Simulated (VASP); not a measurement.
Energy against volume of Pb (fcc). All values below come from TPSS meta-GGA, VASP's PBE PAW potentials (set 64) (plane waves; VASP). Settings: 520 eV cut-off, 13×13×13 Γ-centred mesh, first-order Methfessel-Paxton smearing of 0.10 eV, potentials Pb_d.

| V (Å³/atom) | E (eV/atom) |
|---|---|
| 29.791 | -2.99344 |
| 30.712 | -2.99974 |
| 31.633 | -2.99800 |
| 32.555 | -2.98976 |

Task: Fit these four points and predict the energy of the run at 28.869 Å³/atom.

Result: A cubic in V^(−2/3), the third-order Birch-Murnaghan form, passes through the four points with V0 = 30.95 Å³/atom and B0 = 44 GPa, and gives -2.9772 eV/atom there. The run gave -2.9777 eV/atom, -0.5 meV/atom from the fit; all five points give B0 = 44 GPa.

The compound is Pb in the fcc structure. It was relaxed first.
